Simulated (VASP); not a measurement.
# Valence-band splitting and top-band hole masses of InP (F-43m) under uniaxial [001] stress, from TB-mBJ with spin-orbit coupling

We calculate the three highest valence levels of InP at the zone centre, and the mass of the top hole band, for [001] strains from −2 % to +2 % with the stress across the axis relaxed to zero. The question is how far strain separates the levels and how the top-band mass differs between compression and tension. This matters for strained layers in lasers and transistors, where the splitting decides which band the holes occupy and the mass along the current path affects their mobility. Level depths are counted downward from the valence-band top of the same strained cell, and masses are in units of the free-electron mass. The cells are LDA cells; the levels and masses come from TB-mBJ with spin-orbit coupling.

## Computational details

The start is a typed prototype cell. The crystal was relaxed with LDA. Strain is imposed along [001]; the strain across the axis is adjusted until the stress across it vanishes, and the atoms are relaxed with LDA. VASP 6.6.1, plane waves with PAW, cutoff 450 eV, no spin polarisation. Band edges are single points at TB-mBJ with spin-orbit coupling on these cells, k mesh 7×7×7, read on short lines of k points at the zone centre and through the valleys; energies are counted from the valence-band top at the zone centre. Each level is the mean of a Kramers pair; masses are fitted within 0.05 1/Å of the zone centre and are rough where two bands nearly touch. All levels use the PAW data sets made with LDA.

Notes on method and selection:

- Runs that did not converge, have known faults or may not be shown are not listed, and runs on Ansatz's PAW sets soft_1 and soft_2 are kept to separate tables.

Columns:

- strain (%): strain along the axis (tension positive).
- second level (eV): second valence level below the top at Γ.
- third level (eV): third valence level below the top at Γ.
- mass, axis (mₑ): mass of the top hole band along the axis.
- mass, across (mₑ): mass of the top hole band across the axis.

Input lines of one member:

```
PREC = Accurate
ENCUT = 450
EDIFF = 1E-06
NELM = 150
ISMEAR = 0
SIGMA = 0.02
LREAL = .FALSE.
ALGO = Normal
METAGGA = MBJ
LASPH = .TRUE.
LNONCOLLINEAR = .TRUE.
NBANDS = 28
GGA_COMPAT = .FALSE.
LSORBIT = .TRUE.
KPAR = 2
```

Command (options for logging and memory left out): `mpirun -np 2 vasp_ncl`

## Results

| member | sign of the strain | strain (%) | second level (eV) | third level (eV) | mass, axis (mₑ) | mass, across (mₑ) |
| --- | --- | --- | --- | --- | --- | --- |
| −2 % | compression | −2.0 | 0.1085 | 0.179 | 0.132 | 0.441 |
| −1.5 % | compression | −1.5 | 0.07930 | 0.151 | 0.134 | 0.432 |
| −1 % | compression | −1.0 | ? | ? | ? | ? |
| −0.5 % | compression | −0.5 | 0.02380 | 0.103 | 0.129 | 0.400 |
| 0 % | compression | 0.0 | 3.00×10⁻⁴ | 0.087 | 0.495 | 0.472 |
| 0 % | tension | 0.0 | 3.00×10⁻⁴ | 0.087 | 0.495 | 0.472 |
| +0.5 % | tension | 0.5 | 0.01870 | 0.102 | 0.495 | 0.226 |
| +1 % | tension | 1.0 | 0.03040 | 0.123 | 0.496 | 0.215 |
| +1.5 % | tension | 1.5 | 0.03730 | 0.149 | 0.488 | 0.209 |
| +2 % | tension | 2.0 | 0.04100 | 0.180 | 0.488 | 0.208 |

Cells marked ? are withheld until the estimate has been made.

Least-squares fits to the members shown, with x = strain (%); R² and errors in the fitted variable (y, or ln y where the fit is in ln y):

| y | sign of the strain | members | fit | R² | rms residual | leave-one-out rms | the same for the mean of the others |
| --- | --- | --- | --- | --- | --- | --- | --- |
| third level (eV) | compression | 4 | y = 0.08360 − 0.04640 x | 0.99 | 0.0031 | 0.0070 | 0.049 |
| third level (eV) | tension | 5 | y = 0.08160 + 0.04660 x | 0.98 | 0.0044 | 0.0092 | 0.042 |
| second level (eV) | compression | 4 | y = −0.001405 − 0.05438 x | 1.00 | 0.0015 | 0.0034 | 0.057 |
| second level (eV) | tension | 5 | y = 0.005540 + 0.02000 x | 0.92 | 0.0041 | 0.0085 | 0.018 |

## Interpretation

Either sign of strain splits the upper pair, but compression does so more strongly. At 2 % the second level lies 0.1085 eV below the top in compression and 0.0410 eV in tension, a ratio of 0.1085 / 0.0410 = 2.65. The third level is almost even in strain, at 0.179 and 0.180 eV.

The atoms keep their ideal fractional positions, so the change of cell shape alone separates the p orbital along the axis, $p_z$, from $p_x$ and $p_y$. Spin-orbit coupling mixes them into states with $m_j=\pm3/2$, which contain no $p_z$, and $m_j=\pm1/2$, which do. Strain also couples the upper $\pm1/2$ state to the split-off state, which pushes it upward. In compression it is already the top level, so the push widens the upper splitting. In tension it is the second level, and the push holds it near the top.

The same ordering sets the masses. A p orbital disperses strongly along its own direction. The compressed top band, rich in $p_z$, is therefore light along the axis (0.129 to 0.134) and heavy across it (0.400 to 0.441). The stretched top band is heavy along the axis (0.488 to 0.496) and lighter across it (0.208 to 0.226). From −2 % to +2 % the axial mass rises by a factor of 0.488 / 0.132 = 3.70, while the transverse mass falls by 0.441 / 0.208 = 2.12.

The unstrained masses, 0.495 and 0.472, are not a midpoint between these regimes. The upper levels there are only 0.0003 eV apart, a remnant of slight residual strain, and the fit follows the heavier branch in both directions. TB-mBJ tends to make masses too heavy, so the reversal of the anisotropy is firmer than the absolute values.

## An estimate before looking

Plain estimates from the members shown:

- −1 % (compression), fit at x = −1.0: 0.130 eV
- −1 % (compression), straight-line interpolation between −1.5 % and −0.5 %: w = (−1.0 − (−1.5)) / (−0.5 − (−1.5)) = 0.500, so 0.151 + 0.500 × (0.103 − 0.151) = 0.127 eV

Both plain estimates for −1 %, 0.130 eV from the fit and 0.127 eV from interpolation, should be too high, because the third level curves upward with compression and a chord lies above such a curve. We therefore interpolate the strain energy $Q$ that enters the coupling of the two $m_j=\pm1/2$ states, since it should be nearly linear in strain. Let strain shift $p_z$ by $+2Q$ and $p_x$, $p_y$ by $-Q$. The two $m_j=\pm1/2$ states then lie $D+Q$ apart before they mix, and are coupled by $\sqrt{2}\,Q$. In compression the depth of the third level is their separation after mixing, $\sqrt{(D+Q)^2+8Q^2}$, or

$$t=\sqrt{D^2+2DQ+9Q^2},$$

with $D$ = 0.087 eV from the unstrained row.

Solving for $Q$ gives (√(9 × 0.103² − 8 × 0.087²) − 0.087) / 9 = 0.0111 eV at −0.5 % and (√(9 × 0.151² − 8 × 0.087²) − 0.087) / 9 = 0.0326 eV at −1.5 %. Halfway between, $Q$ = (0.0111 + 0.0326) / 2 = 0.0218 eV, and

√(0.087² + 2 × 0.087 × 0.0218 + 9 × 0.0218²) = 0.125 eV.

As a trial, we interpolated $Q$ between −2 % and −0.5 % to recover the −1.5 % row. This gives 0.151 eV, as shown in the table. The −0.5 % row, recovered from 0 % and −1.5 %, has $Q$ = 0.0326 / 3 = 0.0109 eV and comes out at √(0.087² + 2 × 0.087 × 0.0109 + 9 × 0.0109²) = 0.1026 eV against 0.103 eV.

These misses are no larger than the printed rounding. The model is less exact for the second level, which it places 0.0009 eV too deep at −0.5 % and 0.0016 eV too deep at −1.5 %. We take 0.001 eV as the standard deviation.

**Committed estimate, −1 % (compression): third level = 0.125 ± 0.001 eV.**

## Result

| member | sign of the strain | strain (%) | second level (eV) | third level (eV) | mass, axis (mₑ) | mass, across (mₑ) |
| --- | --- | --- | --- | --- | --- | --- |
| −1 % | compression | −1.0 | 0.05070 | 0.125 | 0.139 | 0.421 |

| member | estimate | third level (eV) | computed | estimate − computed | miss in error bars |
| --- | --- | --- | --- | --- | --- |
| −1 % (compression) | committed | 0.125 | 0.125 | 0.000 | 0.0 |
| −1 % (compression) | fit | 0.130 | 0.125 | +0.005 |  |
| −1 % (compression) | interpolation | 0.127 | 0.125 | +0.002 |  |

The estimate of 0.125 eV agrees with the computed value to the printed digit, well inside its error bar of 0.001 eV. Interpolation was 0.002 eV too high and the straight-line fit 0.005 eV too high, as expected for a level that curves upward with strain.

This agreement confirms the curvature more than its cause, because any smooth curve through the neighbouring rows would land close to the same value. The second level is a sharper test of the coupling between the two $m_j=\pm1/2$ states. With the same $Q$, the model puts it at (3 × 0.0218 + 0.125 − 0.087) / 2 = 0.0517 eV, against 0.0507 eV computed. Of this, the direct strain shift supplies 2 × 0.0218 = 0.0436 eV and the coupling the smaller remainder. The model thus reproduces the splitting closely, but again places this level slightly too deep, as it did at −0.5 % and −1.5 %. A single strain energy with a fixed spin-orbit splitting is a little too simple.

Our range for the axial mass in compression, 0.129 to 0.134, was too narrow: the new row has 0.139.

## Residuals

Least-squares fits to the whole series, with x = strain (%); R² and errors in the fitted variable (y, or ln y where the fit is in ln y):

| y | sign of the strain | members | fit | R² | rms residual | leave-one-out rms | the same for the mean of the others |
| --- | --- | --- | --- | --- | --- | --- | --- |
| third level (eV) | compression | 5 | y = 0.08260 − 0.04640 x | 0.99 | 0.0034 | 0.0070 | 0.041 |
| third level (eV) | tension | 5 | y = 0.08160 + 0.04660 x | 0.98 | 0.0044 | 0.0092 | 0.042 |
| second level (eV) | compression | 5 | y = −0.001860 − 0.05438 x | 1.00 | 0.0016 | 0.0033 | 0.048 |
| second level (eV) | tension | 5 | y = 0.005540 + 0.02000 x | 0.92 | 0.0041 | 0.0085 | 0.018 |

Largest departures from the fit to the whole series:

| member | sign of the strain | third level (eV) | fit | computed − fit | in rms residuals |
| --- | --- | --- | --- | --- | --- |
| 0 % | compression | 0.087 | 0.083 | +0.004 | 1.3 |
| 0 % | tension | 0.087 | 0.082 | +0.005 | 1.2 |
| −1 % | compression | 0.125 | 0.129 | −0.004 | 1.2 |
| +1 % | tension | 0.123 | 0.128 | −0.005 | 1.2 |

No third level stands out, since the largest departures are only 1.2 to 1.3 rms residuals. Their signs show that the straight line is the wrong shape: the unstrained cell lies 0.004 to 0.005 eV above the fits, and the cells at −1 % and +1 % lie 0.004 and 0.005 eV below. In compression the level deepens by 0.016 eV over the first half per cent and by 0.028 eV over the last.

The axial masses at −0.5 % and −1 %, 0.129 and 0.139, are uneven beside 0.134 and 0.132 at larger compression. The fitting window may contribute. At its edge a band has fallen by about $3.81\,k^2/m$ (in eV, with $k$ in 1/Å). For the top band this is 3.81 × 0.05² / 0.129 = 0.074 eV at −0.5 % and 3.81 × 0.05² / 0.139 = 0.069 eV at −1 %. A heavy band with the unstrained mass of 0.495 falls by only 3.81 × 0.05² / 0.495 = 0.019 eV. Starting from the second level, it reaches 0.0238 + 0.019 = 0.043 eV at −0.5 %, so the bands can cross inside the window, and 0.0507 + 0.019 = 0.070 eV at −1 %, where they nearly meet at its edge. At −1.5 % and −2 % the second level already starts deeper than the top band falls. We therefore read no trend into the axial masses within compression.

## Summary

Between −2 % and +2 %, compression gives a top band that is light along the axis and heavy across it, and tension reverses this. Within compression, the coupled-level formula gives the third level of an intermediate strain to about 0.001 eV. In tension, plain interpolation between +0.5 % and +1.5 % misses the +1 % row by (0.102 + 0.149) / 2 − 0.123 = 0.0025 eV.

For hole filling at room temperature, where the thermal energy is roughly 0.026 eV, a state at the second level is occupied exp(−0.0507 / 0.026) = 0.14 times as often as one at the top for −1 %, and exp(−0.0304 / 0.026) = 0.31 times for +1 %. State for state, compression thus favours the top band more strongly; the actual share of holes also depends on the density of states of each band.

We know of no omitted effect on the splittings as large as the third level's spread of 0.180 − 0.087 = 0.093 eV. The likeliest error of the level itself is a spin-orbit splitting that is somewhat too small, as is common with TB-mBJ.

[Logs are printed without paths, hosts, clocks, repeated set-up lines and the standing remarks that a program may print on its own settings, such as how far it seeks lower states.]
